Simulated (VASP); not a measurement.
NiC, 2 atoms in the cell. Symmetry: Pm-3m, No. 221, cubic system. The conventional cell has a = 3.199 Å, b = 3.199 Å, c = 3.199 Å, α = 90.00°, β = 90.00°, γ = 90.00°. Ni (site symmetry m-3m) is surrounded by 8 C at 2.77 Å. Around C (site symmetry m-3m) lie 8 Ni at 2.77 Å. The cell was built by a generator and needn't be a form met in nature.

* Program: VASP 6.6.1
* Task: single point
* Functional: PBE
* Potentials or basis: VASP PAW PBE potentials, release 64 (Ni, C)
* Cutoff: 520 eV
* k mesh: 6 × 6 × 6
* Occupations: gaussian, width 0.1037 eV
* Spin: no spin polarisation
* Dipole correction: no
* Further INCAR settings: ALGO = Normal; EDIFF = 1e-07; NBANDS = 14

Potentials or basis: VASP PAW PBE potentials, release 64 (Ni, C).

The run is started by

```sh
$ cat potpaw_PBE.64/Ni/POTCAR potpaw_PBE.64/C/POTCAR > POTCAR
$ mpirun -np 1 vasp_std > vasp.out
```

Hardware: 1 thread of AMD EPYC 7571, on a shared host.

Problem. How long does it take, and how much memory?

Solution. Run time: 32 s on 1 thread of AMD EPYC 7571, with other jobs on the host, peak memory 0.1 GiB. Counts: scf iterations 21, k points 20.
